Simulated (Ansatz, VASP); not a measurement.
# Co (Co strained to the junction's net): VASP beside Ansatz

Aim: how closely do two programs agree when they are given the same cell, functional and k mesh? The structure shown is the end of the Ansatz relaxation below.

Main program and level: Ansatz 0.2.0; plane waves, with VASP 6.6.1 beside it; single point at PBE.

### 1. The starting structure

The structure is hexagonal, space group P6_3/mmc (No. 194). Conventional cell: a = 2.507 Å, b = 2.507 Å, c = 4.024 Å, α = 90.00°, β = 90.00°, γ = 120.00°. Co has 12 Co at 2.48 to 2.51 Å nearest.

### 2. Ansatz: relaxation, PBE

Ansatz runs on its default PAW (the set named soft_2) files.

This run makes the geometry at which the two programs are then compared.

The input, input.yaml:

```yaml
crystal:
  lattice:
    - [2.507, 0.0, 0.0]
    - [-1.2535, 2.1711256873, 0.0]
    - [0.0, 0.0, 4.0107401606]
  atoms:
    - { symbol: Co, position: [0.0, 0.0, 0.0], spin: 1.7 }
    - { symbol: Co, position: [0.3333333333, 0.6666666667, 0.5], spin: 1.7 }
magnetization:
  spin_polarized: true
kpoints:
  mp_grid: { grid: [18, 18, 8] }
scf:
  occupations: { method: fermi_dirac, width: 0.1 }
  max_iter: 150
hamiltonian:
  xc: pbe
relax:
  f_tol: 0.01
  max_steps: 40
  cell: { fix: [a, b, angles] }
```

The run is started by

```
ansatz run input.yaml --threads 4 --pin off --max-ram 12288MiB --backend cpu --events-out ev --progress --plain --runs-dir out
```

Numbers of over 12 decimals in the logs are rounded to 6 here.

What it wrote:

```text
Engine: ansatz 0.2.0, aarch64-unknown-linux-gnu
Pseudopotentials: kind: paw
Pseudopotential: Co, paw, valence charge 17, recommended cutoff 420 eV (normal), Co.paw.azcp
Functional definition: PBE
  parameter kappa = 0.804
  parameter beta = 0.066725
  exchange = pbe_x(kappa = kappa, mu = beta*pi^2/3)
  correlation = pbe_c(beta = beta)
Crystal: 2 atoms, lattice volume = 21.831 Å³
Basis set: ecut = 420 eV, 403 PW (Γ), exchange–correlation on 36×36×54 points (8 copies of the dense FFT grid, shifted against one another)
Bands: 23, of which v1, the nominal top of the filled ones, is band 17 counted from 1 (16 counted from 0)
Symmetry: 24 space group operations
Space group: P63/mmc (ITA 194), of the structure as read, at distance tolerance 2.8e-5 Å
Magnetic group: BNS 194.263 (UNI 1493), of the structure as read, at distance tolerance 2.8e-5 Å
k-points: 185 of 2592
Non-local potential: Co, projectors of the file, l = 0: 3, l = 1: 2, l = 2: 3, l = 3: 1
PAW form: soft (Blöchl's): semilocal exchange-correlation on the pseudo side does not see the compensation charge
PAW one-centre angular grid: Co, 590 points (default); XC on 64 Gauss nodes
Initial density: superposition of atomic densities (chi_scale 0.1, normalization cell)
Starting moments: Σ|m| = 3.4 μB on 2 of 2 sites
Initial wavefunctions: pseudopotential atomic-orbital guess
Functional: x = pbe(κ = 0.804, μ = 0.219515), c = pbe(β = 0.066725)
SCF iter   1: F=—  HF=-10251.699008 eV  |F-HF|=—  |Δ(HF+E_count)|=         —  Δρ=1.01e-1 (↑3.51e-2 ↓1.01e-1)  dr2=2.31e0  dr2_m=2.21e-1  M=3.253 μB ∫|m|=3.387 μB  β_m=0.30  ethr=3.10e-3  ⟨swp⟩=4.8  Hψ=31139  notcnv=0
Mixer restart at iter 1: flushing history
preconditioner: auto → none  [metal: Δε(μ)=0.004 eV  Ē_g=9.037 eV  σ=0.100 eV  W_gap=0.01  n_scr=8 (ndim 8)  ℏωp=33.7 eV  f_vac=0.000  D(μ)=2.06/eV (n_scr^D=22)  sad-step TF]
SCF iter   2: F=—  HF=-10250.987017 eV  |F-HF|=—  |Δ(HF+E_count)|=   7.12e-1  Δρ=4.50e-2 (↑2.09e-2 ↓4.50e-2)  dr2=1.48e-1  dr2_m=2.03e-1  M=3.298 μB ∫|m|=3.474 μB  β_m=0.37  ethr=3.10e-3  ⟨swp⟩=2.7  Hψ=16232  notcnv=0  defer=40
SCF iter   3: F=—  HF=-10251.630134 eV  |F-HF|=—  |Δ(HF+E_count)|=         —  Δρ=3.10e-2 (↑3.10e-2 ↓2.04e-2)  dr2=1.16e-2  dr2_m=1.29e-1  M=3.350 μB ∫|m|=3.585 μB  β_m=0.37  ethr=4.34e-4  ⟨swp⟩=2.0  Hψ=10910  notcnv=0  defer=40
Mixer restart at iter 3: flushing history
SCF iter   4: F=—  HF=-10251.961708 eV  |F-HF|=—  |Δ(HF+E_count)|=   3.32e-1  Δρ=1.98e-2 (↑1.98e-2 ↓1.00e-2)  dr2=1.08e-2  dr2_m=4.40e-2  M=3.310 μB ∫|m|=3.572 μB  β_m=0.64  ethr=3.41e-5  ⟨swp⟩=2.4  Hψ=16874  notcnv=0  defer=40
SCF iter   5: F=—  HF=-10252.310659 eV  |F-HF|=—  |Δ(HF+E_count)|=   3.49e-1  Δρ=2.29e-3 (↑2.15e-3 ↓2.29e-3)  dr2=2.10e-3  dr2_m=4.12e-4  M=3.232 μB ∫|m|=3.550 μB  β_m=0.82  ethr=3.16e-5  ⟨swp⟩=2.0  Hψ=17494  notcnv=0  defer=40
SCF iter   6: F=—  HF=-10252.330545 eV  |F-HF|=—  |Δ(HF+E_count)|=   1.99e-2  Δρ=4.54e-3 (↑4.23e-3 ↓4.54e-3)  dr2=9.51e-3  dr2_m=3.78e-5  M=3.214 μB ∫|m|=3.544 μB  β_m=0.53  ethr=6.16e-6  ⟨swp⟩=2.6  Hψ=16906  notcnv=0  defer=40
SCF iter   7: F=—  HF=-10252.330022 eV  |F-HF|=—  |Δ(HF+E_count)|=   5.23e-4  Δρ=9.41e-4 (↑7.08e-4 ↓9.41e-4)  dr2=3.24e-4  dr2_m=2.26e-5  M=3.213 μB ∫|m|=3.544 μB  β_m=0.77  ethr=6.16e-6  ⟨swp⟩=3.0  Hψ=16096  notcnv=0  defer=40
SCF iter   8: F=—  HF=-10252.330913 eV  |F-HF|=—  |Δ(HF+E_count)|=   8.91e-4  Δρ=6.66e-4 (↑4.55e-4 ↓6.66e-4)  dr2=1.61e-4  dr2_m=6.18e-6  M=3.209 μB ∫|m|=3.542 μB  β_m=0.88  ethr=9.53e-7  ⟨swp⟩=2.0  Hψ=11605  notcnv=0  defer=40
SCF iter   9: F=—  HF=-10252.331073 eV  |F-HF|=—  |Δ(HF+E_count)|=   1.60e-4  Δρ=2.94e-5 (↑7.70e-6 ↓2.94e-5)  dr2=1.77e-7  dr2_m=3.16e-8  M=3.207 μB ∫|m|=3.541 μB  β_m=0.94  ethr=4.73e-7  ⟨swp⟩=2.1  Hψ=12168  notcnv=0  defer=40
SCF iter  10: F=—  HF=-10252.331073 eV  |F-HF|=—  |Δ(HF+E_count)|=   4.63e-7  Δρ=1.17e-5 (↑1.15e-5 ↓1.17e-5)  dr2=4.22e-8  dr2_m=2.34e-10  M=3.207 μB ∫|m|=3.541 μB  β_m=0.97  ethr=5.21e-10  ⟨swp⟩=2.2  Hψ=14931  notcnv=0  defer=40
SCF iter  11: F=-10252.331073 eV  HF=-10252.331073 eV  |F-HF|=9.88e-9  |Δ(HF+E_count)|=  2.66e-10  Δρ=5.52e-6 (↑4.13e-6 ↓5.52e-6)  dr2=1.17e-8  dr2_m=1.31e-10  M=3.207 μB ∫|m|=3.541 μB  ethr=1.24e-10  ⟨swp⟩=1.7  Hψ=25247  notcnv=0
SCF 1 converged in 11 iterations: F = -10252.331073 eV  dr2 = 1.17e-8
  greatest PAW one-centre occupation: 1.001 electrons in one spin orbital (limit 2), on the Co atom at site 1 (counted from 0), in its partial waves of l = 1
relax step   1: F+E_penalty+E_count = -10252.33107343 eV  Δ(F+E_penalty+E_count) = +0.000e0 eV  max|allowed force component| = 2.082e-17 eV/Å  Δτ_max = 0.0000 Å  P = -1.015 GPa  Ω = 21.831 Å³  fix = [a, b, alpha, beta, gamma]  reactions: a -2.213, b -2.213 GPa  (11 SCF iters, dr2 threshold 1.00e-7 eV, accepted)
[...]
relax step   2: F+E_penalty+E_count = -10252.33126342 eV  Δ(F+E_penalty+E_count) = -1.900e-4 eV  max|allowed force component| = 1.850e-17 eV/Å  Δτ_max = 0.0000 Å  P = -1.349 GPa  Ω = 21.865 Å³  energy of the carried Pulay correction = -3.907e-5 eV  fix = [a, b, alpha, beta, gamma]  reactions: a -2.395, b -2.395 GPa  (6 SCF iters, dr2 threshold 2.00e-7 eV, accepted)
[...]
relax step   3: F+E_penalty+E_count = -10252.33131161 eV  Δ(F+E_penalty+E_count) = -4.819e-5 eV  max|allowed force component| = 9.252e-18 eV/Å  Δτ_max = 0.0000 Å  P = -1.734 GPa  Ω = 21.905 Å³  energy of the carried Pulay correction = -8.436e-5 eV  fix = [a, b, alpha, beta, gamma]  reactions: a -2.604, b -2.604 GPa  (6 SCF iters, dr2 threshold 2.00e-7 eV, accepted)
[...]
relax step   4: F+E_penalty+E_count = -10252.33140230 eV  Δ(F+E_penalty+E_count) = -9.069e-5 eV  max|allowed force component| = 0.000e0 eV/Å  Δτ_max = 0.0000 Å  P = -1.728 GPa  Ω = 21.905 Å³  fix = [a, b, alpha, beta, gamma]  reactions: a -2.602, b -2.602 GPa  stress off target by 1.79e-2 GPa on what of the cell is left free  SCF on the basis re-selected at this cell (its energy is not comparable with the rows above)  (7 SCF iters)
basis re-selected at this cell: Δ(F+E_penalty+E_count) = -9.069e-5 eV, ΔP = +0.005 GPa vs the last step (what re-selecting the basis moved, of the pressure what is left beyond the Pulay correction that the steps carried, after the strain that the cell walked since its last selection, with what the two solves' SCF thresholds leave and, on support functions, any second-order correction that the steps lacked; it is no measure of the basis error at this ecutwfc). This SCF's stress stands 1.79e-2 GPa from its target on what of the cell is left free (relax.cell.stress_tol is 5.00e-2 GPa) and its largest allowed force component is 0.00e0 eV/Å (relax.f_tol is 1.00e-2 eV/Å): [rest of the remark cut]
SCF converged after 7 iterations
Magnetization: 3.2139 μB (18.6070 up, 15.3930 down)
Absolute magnetization: 3.5508 μB (∫|ρ↑−ρ↓|, with the PAW one-centre terms)
Spin contamination: 0.0579 ħ² per cell (⟨S²⟩ above its minimum at these occupations)
Per-site moments (μB) at R_I (Å): [(1.684385, 1.022476), (1.684385, 1.022476)]
Free energy (F): -10252.331402 eV
Harris-Foulkes:  -10252.331402 eV  (|F-HF|=0.00e0)
Internal energy: -10252.271009 eV  (E = F + TS)
E sigma→0 (E₀):  -10252.301206 eV
Entropy (-TS):   -0.060393 eV (-30.197 meV/atom)
Fermi energy:    18.488406 eV
--- Per-component energies (eV) ---
  E_band       = -494.448209
  E_kinetic    = 906.731231
  E_local      = -5692.375591  (includes V_loc(G=0)·N_el)
  E_nonlocal   = 908.349524
  E_hartree    = 2384.950047
  E_xc         = -317.809518
  E_vxc        = -410.098952  (∫ρ·V_xc dr)
  E_paw        = -3030.272988  (= ΣΔE_a)
  E_vpaw       = -976.954822  (= ΣTr[D̂ρ^β])
  E_aug_tail   = 0.000156  (compensation charges beyond the density's cutoff)
  E_ewald      = -5411.843871
  E_smearing   = -0.060393  (= −TS)
  E_closure    = -0.000000  (closes the sum)
  Σ components = -10252.331402   (vs F -10252.331402, Δ=0.00e0)
--- Forces (eV/Å), atoms counted from 1 ---
  atom   1  Co    -0.00000000     0.00000000     0.00000000
  atom   2  Co    -0.00000000     0.00000000     0.00000000
  max |Σ_I F_I| component: 9.25e-18 eV/Å
--- Stress (GPa, compression-positive) ---
       -2.601684       0.000000       0.000000
       -0.000000      -2.601684       0.000000
        0.000000       0.000000       0.017886
  P = ⅓ Tr σ = -1.7285 GPa (-17.285 kbar)
--- Relaxed structure (3 steps of the walk, 3 accepted, 1 SCFs on fresh bases) ---
  F+E_penalty+E_count = -10252.33140230 eV   max|allowed force component| = 0.000e0 eV/Å   (the final SCF, on the basis selected at the relaxed cell)
  cell:  # Å, volume = 21.9052 Å³
    - [2.507000, 0, 0.0]
    - [-1.253500, 2.171126, 0.0]
    - [0.0, 0.0, 4.024468]
  atoms:
    - { symbol: Co, position: [9.251858539620032e-18, -5.0885221963063393e-17, 0.0] }
    - { symbol: Co, position: [0.333333, 0.666667, 0.500000] }
```

The column dr2 measures how far the density is from self-consistency, as an energy; F and HF (Harris–Foulkes) agree once it is small.

### 3. VASP: single point, PBE

The same cell, functional, mesh and smearing now go to VASP, with its own data sets.

Lines of VASP's logs that name or quote its potential files are left out, and so is its time.

The input, INCAR:

```
SYSTEM = Co
PREC = Accurate
ENCUT = 600
EDIFF = 1E-06
NELM = 200
ISMEAR = -1
SIGMA = 0.1
LREAL = .FALSE.
ALGO = Normal
GGA = PE
NBANDS = 18
ISPIN = 2
MAGMOM = 1.68 1.68
LASPH = .TRUE.
LMAXMIX = 4
LORBIT = 11
LWAVE = .FALSE.
LCHARG = .FALSE.
ISIF = 2
GGA_COMPAT = .FALSE.
```

The input, POSCAR:

```
Co
1.0
    2.5070000000      0.0000000000      0.0000000000
   -1.2535000000      2.1711256873      0.0000000000
    0.0000000000      0.0000000000      4.0244681242
Co
2
Direct
    0.0000000000      0.0000000000      0.0000000000
    0.3333333333      0.6666666667      0.5000000000
```

The input, KPOINTS:

```
Automatic mesh
0
Gamma
18 18 8
0 0 0
```

PAW data sets: Co (PBE family, release 64).

The run is started by

```
mpirun -np 1 vasp_std
```

What it wrote:

```text
[banner, memory and clock lines left out]
running    1 mpi-ranks, on    1 nodes
 distrk:  each k-point on    1 cores,    1 groups
 distr:  one band on    1 cores,    1 groups

 POSCAR found type information on POSCAR Co
 POSCAR found :  1 types and       2 ions
 LDA part: xc-table for (Slater+PW92), standard interpolation
 POSCAR, INCAR and KPOINTS ok, starting setup
 FFT: planning ... GRIDC
 FFT: planning ... GRID_SOFT
 FFT: planning ... GRID
 WAVECAR not read
 entering main loop
       N       E                     dE             d eps       ncg     rms          rms(c)
DAV:   1     0.902672597169E+02    0.90267E+02   -0.84512E+03 13816   0.142E+03
DAV:   2    -0.122631772673E+02   -0.10253E+03   -0.93229E+02 13372   0.241E+02
DAV:   3    -0.161810326667E+02   -0.39179E+01   -0.37776E+01 14822   0.610E+01
DAV:   4    -0.162468447508E+02   -0.65812E-01   -0.65755E-01 17360   0.658E+00
DAV:   5    -0.162482788926E+02   -0.14341E-02   -0.14340E-02 15348   0.873E-01    0.146E+01
DAV:   6    -0.145516029301E+02    0.16967E+01   -0.93727E+00 14206   0.637E+01    0.746E+00
DAV:   7    -0.141273510784E+02    0.42425E+00   -0.14927E+00 15316   0.236E+01    0.374E+00
DAV:   8    -0.141123035385E+02    0.15048E-01   -0.19329E-02 17392   0.144E+00    0.183E+00
DAV:   9    -0.140972634308E+02    0.15040E-01   -0.36837E-03 20670   0.106E+00    0.600E-01
DAV:  10    -0.140975891085E+02   -0.32568E-03   -0.68494E-04 18236   0.366E-01    0.259E-01
DAV:  11    -0.140975512838E+02    0.37825E-04   -0.18863E-04 18774   0.220E-01    0.277E-02
DAV:  12    -0.140975488286E+02    0.24553E-05   -0.13413E-05 14014   0.340E-02    0.160E-02
DAV:  13    -0.140975480885E+02    0.74010E-06   -0.19076E-06 11572   0.198E-02
   1 F= -.14097548E+02 E0= -.14066957E+02  d E =-.611820E-01  mag=     3.1989
```

Parts of OUTCAR (step 3):

```text
ion  position               nearest neighbor table
   1  0.000  0.000  0.000-   2 2.48   2 2.48   2 2.48   2 2.48   2 2.48   2 2.48
   2  0.333  0.667  0.500-   1 2.48   1 2.48   1 2.48   1 2.48   1 2.48   1 2.48

  LATTYP: Found a hexagonal cell.
 ALAT       =     2.5070000000
 C/A-ratio  =     1.6052924309

 Subroutine GETGRP returns: Found 24 space group operations
 (whereof 12 operations were pure point group operations)

The static configuration has the point symmetry D_3h.
 The point group associated with its full space group is D_6h.

 Found    185 irreducible k-points:

   k-points           NKPTS =    185   k-points in BZ     NKDIM =    185   number of bands    NBANDS=     18

   dimension x,y,z NGX =    20 NGY =   20 NGZ =   32
   dimension x,y,z NGXF=    40 NGYF=   40 NGZF=   64

   ENCUT  =  600.0 eV  44.10 Ry    6.64 a.u.   5.01  5.01  8.04*2*pi/ulx,y,z

   NELECT =      18.0000    total number of electrons

 k-points in reciprocal lattice and weights: Automatic mesh
   0.00000000  0.00000000  0.00000000       0.000
   0.05555556  0.00000000  0.00000000       0.002
   0.11111111  0.00000000  0.00000000       0.002
   0.16666667 -0.00000000  0.00000000       0.002
   0.22222222 -0.00000000  0.00000000       0.002
   0.27777778  0.00000000  0.00000000       0.002
   0.33333333 -0.00000000  0.00000000       0.002
   0.38888889  0.00000000  0.00000000       0.002
   0.44444444 -0.00000000  0.00000000       0.002
[...]
0.33333333  0.27777778  0.50000000       0.005
   0.33333333  0.33333333  0.50000000       0.001

 average (electrostatic) potential at core
       1 -78.4177       2 -78.4177

 E-fermi :  10.1227

 spin component 1
 k-point     1 :       0.0000    0.0000    0.0000
  band No.  band energies     occupation
    ...
      7       7.8660      1.00000
      8       8.1769      1.00000
      9       8.1769      1.00000
     10       9.2882      0.99976
     11       9.2882      0.99976
     12      10.1385      0.46064
     13      16.5062      0.00000
     14      31.9214      0.00000
     15      34.3283      0.00000
     16      34.3283      0.00000
    ...

 k-point     2 :       0.0556    0.0000    0.0000
  band No.  band energies     occupation
    ...
      7       7.9097      1.00000
      8       8.1246      1.00000
      9       8.1450      1.00000
     10       8.8381      1.00000
     11       9.3024      0.99973
     12      10.7150      0.00267
     13      16.5249      0.00000
     14      31.0867      0.00000
     15      32.8096      0.00000
     16      33.0712      0.00000
    ...

 k-point     3 :       0.1111    0.0000    0.0000
  band No.  band energies     occupation
    ...
      7       7.8680      1.00000
      8       8.0369      1.00000
      9       8.0580      1.00000
     10       8.3663      1.00000
     11       9.3385      0.99961
     12      11.6674      0.00000
     13      16.5855      0.00000
     14      28.7741      0.00000
     15      31.4267      0.00000
     16      32.0171      0.00000
    ...

 k-point     4 :       0.1667   -0.0000    0.0000
  band No.  band energies     occupation
    ...
      7       7.9741      1.00000
      8       8.0545      1.00000
      9       8.1697      1.00000
     10       8.2362      1.00000
     11       9.3836      0.99938
     12      12.7411      0.00000
     13      16.6998      0.00000
     14      26.2060      0.00000
     15      29.8759      0.00000
     16      31.4304      0.00000
    ...

 k-point     5 :       0.2222   -0.0000    0.0000
  band No.  band energies     occupation
    ...
      7       8.0376      1.00000
      8       8.2657      1.00000
      9       8.3106      1.00000
     10       8.4892      1.00000
     11       9.4269      0.99905
     12      13.9067      0.00000
     13      16.8784      0.00000
     14      23.7096      0.00000
     15      28.4656      0.00000
     16      30.7319      0.00000
    ...

 k-point     6 :       0.2778    0.0000    0.0000
  band No.  band energies     occupation
    ...
      7       7.9170      1.00000
      8       8.5903      1.00000
      9       8.6573      1.00000
     10       8.7710      1.00000
     11       9.4628      0.99864
     12      15.1518      0.00000
     13      17.0919      0.00000
     14      21.4187      0.00000
     15      27.2270      0.00000
     16      29.0067      0.00000
    ...

  Total       -0.4506183     -0.4506183     -0.1219911      0.0000000      0.0000000      0.0000000
  in kB      -32.9588182    -32.9588182     -8.9225876      0.0000000      0.0000000      0.0000000
  external PRESSURE =     -24.9467413 kB  Pullay stress =       0.0000000 kB

  energy-cutoff  :      600.00
  volume of cell :       21.91
      direct lattice vectors                 reciprocal lattice vectors
     2.507000000  0.000000000  0.000000000     0.398883127  0.230295281  0.000000000
    -1.253500000  2.171125687  0.000000000     0.000000000  0.460590562  0.000000000
     0.000000000  0.000000000  4.024468124     0.000000000  0.000000000  0.248480040

 POSITION                                       TOTAL-FORCE (eV/Angst)
 -----------------------------------------------------------------------------------
      0.00000      0.00000      0.00000        -0.000000     -0.000000      0.000000
     -0.00000      1.44742      2.01223         0.000000      0.000000      0.000000
 -----------------------------------------------------------------------------------
    total drift:                               -0.000000      0.000000     -0.000000

  FREE ENERGIE OF THE ION-ELECTRON SYSTEM (eV)
  ---------------------------------------------------
  free  energy   TOTEN  =       -14.0975480885 eV

  energy  without entropy=      -14.0363661023  energy(sigma->0) =      -14.06695710

 total charge
# of ion       s       p       d       tot
------------------------------------------
    1        0.484   0.512   7.259   8.255
    2        0.484   0.512   7.259   8.255
--------------------------------------------------
tot          0.969   1.024  14.517  16.510

 magnetization (x)
# of ion       s       p       d       tot
------------------------------------------
    1       -0.015  -0.054   1.691   1.622
    2       -0.015  -0.054   1.691   1.622
--------------------------------------------------
tot         -0.030  -0.108   3.382   3.243

[... 6 further parts left out ...]
```

The magnetic state follows from one typed start and may not be the lowest.

### 4. Side by side

Known differences besides the potentials themselves: VASP starts from the moments at which Ansatz ended; the data sets hold 34 valence electrons in Ansatz (on its default PAW (the set named soft_2) files) and 18 in VASP; the cutoff is 420 eV in Ansatz and 600 eV in VASP; Ansatz's pressure holds a Pulay correction, VASP's none; site moments are counted in spheres of each program's own size. Total energies have different zeros and are not compared.

Compared:

```
          quantity  Ansatz   VASP  difference
    pressure (GPa)   -1.73  -2.49       +0.77
 total moment (μB)    3.21   3.20       +0.02
moment on Co1 (μB)    1.68   1.62       +0.06
moment on Co2 (μB)    1.68   1.62       +0.06
```

### 5. What came out

```json
{"difference in total moment (single point, PBE)": "0.015 μB", "difference in pressure (single point, PBE)": "0.77 GPa"}
```

The difference in pressure is 0.77 GPa (single point, PBE), within the 1 GPa picked in this series as the mark of a large difference. The data sets hold unlike numbers of valence electrons (34 in Ansatz and 18 in VASP), so part of the differences comes from the potentials. How closely two codes agree says nothing of how well the functional describes the real material.

[Lines on the potential files, build, host, timing and source positions are cut from VASP's logs without a mark.]

[Logs are printed without paths, hosts, clocks, repeated set-up lines and the standing remarks that a program may print on its own settings, such as how far it seeks lower states.]

[Hosts, paths, dates, database ids (printed as entryN), source tags and the programs' standing remarks are cut or masked in the printed files.]
